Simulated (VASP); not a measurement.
Here is the system:

```
CELL_PARAMETERS angstrom
      1.19886     0.69216     3.94230
     -1.19886     0.69216     3.94230
      0.00000    -1.38432     3.94230
ATOMIC_POSITIONS crystal
  Fe 0.00000 0.00000 0.00000
  Co 0.50000 0.50000 0.50000
```

These are PBEsol GGA, VASP's PBE PAW potentials (set 64) (plane waves; VASP) values and carry that method's errors. Run with 400 eV cut-off, Gaussian smearing of 0.050 eV, potentials Fe Co.

### Question
Estimate the band gap (along the path) with the smallest direct gap where there is one.

### Answer

```
Quantity                                                      Value
-------------------------  ----------------------------------------
band gap (along the path)  none (metal, semimetal or under 0.01 eV)
```

Total energies compare only between runs with the same potentials, cut-off and functional.

The structure was generated: FeCo was put into the CuPt type (R-3m), which need not be its known phase. It was relaxed first, which changed the volume by +9 %. The run is not spin-polarised, so no magnetic state was tried. The electron count is odd and the run is not spin-polarised, which forces a metal.
